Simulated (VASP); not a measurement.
All values below come from PBEsol GGA, VASP's PBE PAW potentials (set 64) (plane waves; VASP).

Input for VASP

**INCAR**
```
! general
SYSTEM =Bi
PREC   =Accurate
ENCUT  =400
LREAL  =.False.
LASPH  =.True.

! electronic loop
EDIFF  =1E-6
NELM   =100
ALGO   =Normal
LMAXMIX=4

! smearing
ISMEAR =1
SIGMA  =0.1

! functional
GGA    =PS

! ions
IBRION =2
NSW    =60
ISIF   =3
EDIFFG =-0.01

! output
LWAVE  =.False.
LCHARG =.False.
```

**KPOINTS**
```
Automatic mesh
0
Gamma
11 11 11
0 0 0
```

### POSCAR
```
Bi
1
    0.0000000000     2.5145810000     2.5145810000
    2.5145810000     0.0000000000     2.5145810000
    2.5145810000     2.5145810000     0.0000000000
Bi
1
Direct
  0.0000000000   0.0000000000   0.0000000000
```

POTCAR, in this order: Bi_d (PBE.64 set). Program: vasp_std.

What will the output report for the number of irreducible k-points (NKPTS), number of bands (NBANDS), largest plane-wave count, number of space-group operations, FFT grid (NGX, NGY, NGZ)?

- number of irreducible k-points (NKPTS): 56
- number of bands (NBANDS): 11
- largest plane-wave count: 586
- number of space-group operations: 48
- FFT grid (NGX, NGY, NGZ): 24 × 24 × 24

The structure was generated: Bi was put into the fcc type (Fm-3m), which need not be its known phase. This run relaxes it. Symmetry was kept, so distortions that lower it aren't found.
